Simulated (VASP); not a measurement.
These are PBEsol GGA, VASP's PBE PAW potentials (set 64) (plane waves; VASP) values and carry that method's errors.

A VASP calculation is set up with these files.

**POSCAR**
```
Nb4C3N
1
    4.4311108509     0.0000000000     0.0000000000
    0.0000000000     4.4311108509     0.0000000000
    0.0000000000    -0.0000000000     4.4311108509
Nb N C
4 1 3
Direct
  0.0000000000   0.0000000000   0.0000000000
  0.5000000000   0.5000000000   0.0000000000
  0.5000000000   0.0000000000   0.5000000000
  0.0000000000   0.5000000000   0.5000000000
  0.5000000000   0.5000000000   0.5000000000
  0.0000000000   0.0000000000   0.5000000000
  0.0000000000   0.5000000000   0.0000000000
  0.5000000000   0.0000000000   0.0000000000
```

KPOINTS:
```
k-points along high-symmetry lines
15
Line-mode
Reciprocal
  0.000000   0.000000   0.000000 ! GAMMA
  0.000000   0.500000   0.000000 ! X

  0.000000   0.500000   0.000000 ! X
  0.500000   0.500000   0.000000 ! M

  0.500000   0.500000   0.000000 ! M
  0.000000   0.000000   0.000000 ! GAMMA

  0.000000   0.000000   0.000000 ! GAMMA
  0.500000   0.500000   0.500000 ! R

  0.500000   0.500000   0.500000 ! R
  0.000000   0.500000   0.000000 ! X

  0.500000   0.500000   0.500000 ! R
  0.500000   0.500000   0.000000 ! M
```

**INCAR**
```
SYSTEM = Nb4C3N
PREC = Accurate
ENCUT = 520
EDIFF = 1E-7
NELM = 100
ALGO = Normal
LREAL = .FALSE.
LASPH = .TRUE.
ISMEAR = 0
SIGMA = 0.05
GGA = PS
LMAXMIX = 4
LWAVE = .FALSE.
LCHARG = .FALSE.
LORBIT = 11
ICHARG = 11
```

POTCAR, in this order: Nb_sv N C (PBE.64 set). Program: vasp_std. Read from the step before: CHGCAR.

Output

**OSZICAR**
```
       N       E                     dE             d eps       ncg     rms          rms(c)
DAV:   1     0.878470770212E+03    0.87847E+03   -0.37971E+04  7380   0.177E+03
DAV:   2    -0.497782768558E+01   -0.88345E+03   -0.86726E+03  8507   0.719E+02
DAV:   3    -0.812432077718E+02   -0.76265E+02   -0.74724E+02 12944   0.156E+02
DAV:   4    -0.863003229685E+02   -0.50571E+01   -0.49929E+01 11960   0.356E+01
DAV:   5    -0.866765538312E+02   -0.37623E+00   -0.37339E+00 12384   0.923E+00
DAV:   6    -0.867058736423E+02   -0.29320E-01   -0.28471E-01 12112   0.192E+00
DAV:   7    -0.867085585077E+02   -0.26849E-02   -0.26551E-02 11968   0.449E-01
DAV:   8    -0.867089578945E+02   -0.39939E-03   -0.39735E-03 12160   0.114E-01
DAV:   9    -0.867090125091E+02   -0.54615E-04   -0.54509E-04 11240   0.332E-02
DAV:  10    -0.867090227790E+02   -0.10270E-04   -0.10258E-04  8264   0.100E-02
DAV:  11    -0.867090246225E+02   -0.18435E-05   -0.18422E-05  6688   0.371E-03
DAV:  12    -0.867090249893E+02   -0.36682E-06   -0.36500E-06  6288   0.158E-03
DAV:  13    -0.867090250661E+02   -0.76774E-07   -0.77548E-07  6112   0.912E-04
   1 F= -.86709025E+02 E0= -.86707600E+02  d E =-.285080E-02
```

**OUTCAR**
```
 val. band max:       13.2431191378   @ k =   0.0000   0.0714   0.0000

 cond. band min:      13.2656499186   @ k =   0.0000   0.1071   0.0000



 k-point     1 :       0.0000    0.0000    0.0000
  band No.  band energies     occupation
      1     -42.8184      2.00000
      2     -42.6819      2.00000
      3     -42.6819      2.00000
      4     -42.4644      2.00000
      5     -19.3311      2.00000
      6     -19.3311      2.00000
      7     -19.3311      2.00000
      8     -18.8337      2.00000
      9     -18.8337      2.00000
     10     -18.8337      2.00000
     11     -18.8069      2.00000
     12     -18.8069      2.00000
     13     -18.8069      2.00000
     14     -18.4556      2.00000
     15     -18.4556      2.00000
     16     -18.4556      2.00000
     17      -3.6648      2.00000
     18      -0.2800      2.00000
     19       0.6943      2.00000
     20       0.6943      2.00000
     21       8.3270      2.00000
     22       8.3270      2.00000
     23       8.3270      2.00000
     24       8.4890      2.00000
     25       8.4890      2.00000
     26       8.4890      2.00000
     27      10.3815      2.00000
     28      10.3815      2.00000
     29      10.3815      2.00000
     30      11.4693      2.00000
     31      11.4693      2.00000
     32      11.4693      2.00000
     33      11.6067      2.00000
     34      11.6067      2.00000
     35      11.6067      2.00000
     36      12.4212      2.00000
     37      12.4212      2.00000
     38      12.4212      2.00000
     39      13.2250      1.68220
     40      13.2250      1.68219
     41      14.9424      0.00000

 k-point     2 :       0.0000    0.0357    0.0000
  band No.  band energies     occupation
      1     -42.8180      2.00000
      2     -42.6823      2.00000
      3     -42.6819      2.00000
      4     -42.4645      2.00000
      5     -19.3297      2.00000
      6     -19.3297      2.00000
      7     -19.3291      2.00000
      8     -18.8341      2.00000
...
```

The density is held fixed in this step, so its total energy and stress have no physical meaning.

The structure was generated: Nb4C3N was put into an ordered model structure (Pm-3m), which need not be its known phase. It was relaxed first. The electron count is odd and the run is not spin-polarised, which forces a metal.
